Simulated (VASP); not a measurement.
Computed with LDA (Ceperley-Alder, Perdew-Zunger), VASP's LDA PAW potentials (set 64) (plane waves; VASP).

A VASP calculation is set up with these files.

### INCAR
```
# general
SYSTEM = MgB2
PREC   = Accurate
ENCUT  = 620
LREAL  = .False.
LASPH  = .True.

# electronic loop
EDIFF  = 1E-6
NELM   = 100
ALGO   = Normal

# smearing
ISMEAR = 1
SIGMA  = 0.1

# ions
IBRION = 2
NSW    = 40
ISIF   = 3
EDIFFG = -0.02

# output
LWAVE  = .False.
LCHARG = .False.
```

**POSCAR**
```
MgB2
1.0
  1.5195523071  -2.6319413277   0.0000000000
  1.5195523071   2.6319413277   0.0000000000
  0.0000000000   0.0000000000   3.4301242393
Mg B
1 2
Cartesian
  0.0000000000   0.0000000000   0.0000000000
  1.5195523071   0.8773155305   1.7150621196
  1.5195523071  -0.8773155305   1.7150621196
```

### KPOINTS
```
Automatic mesh
0
Gamma
12 12 9
0 0 0
```

POTCAR, in this order: Mg B (LDA.64 set). Program: vasp_std.

The run wrote:

### OSZICAR
```
       N       E                     dE             d eps       ncg     rms          rms(c)
DAV:   1     0.778493611184E+01    0.77849E+01   -0.44034E+03  1632   0.973E+02
DAV:   2    -0.188640698301E+02   -0.26649E+02   -0.25675E+02  2160   0.124E+02
DAV:   3    -0.191980049874E+02   -0.33394E+00   -0.33374E+00  1960   0.167E+01
DAV:   4    -0.191985949793E+02   -0.58999E-03   -0.58999E-03  2376   0.603E-01
DAV:   5    -0.191985951880E+02   -0.20876E-06   -0.20897E-06  1928   0.878E-03    0.533E+00
DAV:   6    -0.175767918793E+02    0.16218E+01   -0.27367E+00  1656   0.923E+00    0.242E+00
DAV:   7    -0.173052561392E+02    0.27154E+00   -0.14000E+00  1784   0.648E+00    0.682E-01
DAV:   8    -0.173020971330E+02    0.31590E-02   -0.13298E-01  1728   0.238E+00    0.366E-01
DAV:   9    -0.172942156654E+02    0.78815E-02   -0.24424E-02  1736   0.869E-01    0.490E-02
DAV:  10    -0.172941600597E+02    0.55606E-04   -0.10564E-03  2232   0.224E-01    0.210E-02
DAV:  11    -0.172941513190E+02    0.87408E-05   -0.70984E-05  1744   0.544E-02    0.379E-03
DAV:  12    -0.172941503606E+02    0.95837E-06   -0.58334E-06  1800   0.145E-02
   1 F= -.17294150E+02 E0= -.17294215E+02  d E =-.172942E+02
       N       E                     dE             d eps       ncg     rms          rms(c)
DAV:   1    -0.172944328720E+02   -0.28155E-03   -0.54237E-03  2200   0.618E-01    0.412E-02
DAV:   2    -0.172943407567E+02    0.92115E-04   -0.19179E-04  1936   0.937E-02    0.197E-02
DAV:   3    -0.172943195051E+02    0.21252E-04   -0.79427E-05  1944   0.494E-02    0.475E-03
DAV:   4    -0.172943188360E+02    0.66909E-06   -0.37073E-06  1808   0.147E-02
   2 F= -.17294319E+02 E0= -.17294371E+02  d E =-.168475E-03
```

OUTCAR:
```
------------------------ aborting loop because EDIFF is reached ----------------------------------------
  FORCE on cell =-STRESS in cart. coord.  units (eV):
  Direction    XX          YY          ZZ          XY          YZ          ZX
  --------------------------------------------------------------------------------------
  Total        0.0382662      0.0382661      0.0316971      0.0000000     -0.0000000     -0.0000000
  in kB        2.2375344      2.2375336      1.8534198      0.0000000     -0.0000000     -0.0000000
  external PRESSURE =       2.1094960 kB  Pullay stress =       0.0000000 kB
  volume of cell :       27.40
      direct lattice vectors                 reciprocal lattice vectors
     1.517377750 -2.628174887 -0.000000000     0.329515837 -0.190246092  0.000000000
     1.517377750  2.628174887  0.000000000     0.329515837  0.190246092 -0.000000000
    -0.000000000  0.000000000  3.435403576    -0.000000000 -0.000000000  0.291086616
 POSITION                                       TOTAL-FORCE (eV/Angst)
 -----------------------------------------------------------------------------------
      3.03476      0.00000      0.00000         0.000000     -0.000000      0.000000
      1.51738      0.87606      1.71770        -0.000000     -0.000000      0.000000
      1.51738     -0.87606      1.71770         0.000000      0.000000     -0.000000
 -----------------------------------------------------------------------------------
    total drift:                               -0.000000     -0.000000      0.000000
  FREE ENERGIE OF THE ION-ELECTRON SYSTEM (eV)
  ---------------------------------------------------
  free  energy   TOTEN  =       -17.2943188360 eV

  energy  without entropy=      -17.2944758466  energy(sigma->0) =      -17.29437117

 reached required accuracy - stopping structural energy minimisation
```
(Selected blocks of OUTCAR.)

**CONTCAR**
```
MgB2
   1.00000000000000
     1.5173777501473149   -2.6281748866044676   -0.0000000000000000
     1.5173777501473149    2.6281748866044676    0.0000000000000000
    -0.0000000000000000    0.0000000000000000    3.4354035759104589
  Mg              B
     1     2
Direct
     1.0000000000000000    1.0000000000000000    0.0000000000000000
     0.3333330000000032    0.6666669999999968    0.5000000000000000
     0.6666669999999968    0.3333330000000032    0.5000000000000000
```

The compound is MgB2 in the AlB2 type structure. This run relaxes it. Symmetry was kept, so distortions that lower it aren't found.
